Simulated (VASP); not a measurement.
Consider the following.

```
CaF2
1.0
    0.00000     2.78460     2.78460
    2.78460     0.00000     2.78460
    2.78460     2.78460     0.00000
Ca F
1 2
Cartesian
  0.00000   0.00000   0.00000
  1.39230   1.39230   1.39230
  4.17690   4.17690   4.17690
```

Method: PBE GGA, VASP's PBE PAW potentials (set 64) (plane waves; VASP). Run with 520 eV cut-off, 6×6×6 Γ-centred mesh, Gaussian smearing of 0.050 eV, potentials Ca_sv F.

Predict the energy per atom (σ→0), pressure, band gap (on the k-mesh) with the smallest direct gap where there is one.

```json
{
 "band gap (on the k-mesh)": "6.94 eV",
 "smallest direct gap (on the k-mesh)": "7.19 eV",
 "energy per atom (σ→0)": "-5.778 eV/atom",
 "pressure": "-20.8 kbar"
}
```

The absolute energy has meaning only against runs of the same code, potentials and settings.

The compound is CaF2 in the fluorite structure. The cell was not relaxed at this level.
